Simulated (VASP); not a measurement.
Energy against volume of CuZn (CsCl type). All values below come from AM05 GGA, VASP's PBE PAW potentials (set 64) (plane waves; VASP). Run with 520 eV cut-off, 12×12×12 Γ-centred mesh, first-order Methfessel-Paxton smearing of 0.10 eV, potentials Zn Cu.

```tsv
V (Å³/atom)	E (eV/atom)
11.589	-2.79971
11.959	-2.81672
12.329	-2.82253
12.699	-2.81899
```

Question: Fit these four points and predict the energy of the run at 13.069 Å³/atom.

Answer: A cubic in V^(−2/3), the third-order Birch-Murnaghan form, passes through the four points with V0 = 12.36 Å³/atom and B0 = 133 GPa, and gives -2.8077 eV/atom there. The run gave -2.8076 eV/atom, +0.0 meV/atom from the fit; all five points give B0 = 133 GPa.

The compound is CuZn in the CsCl type structure. It was relaxed first.
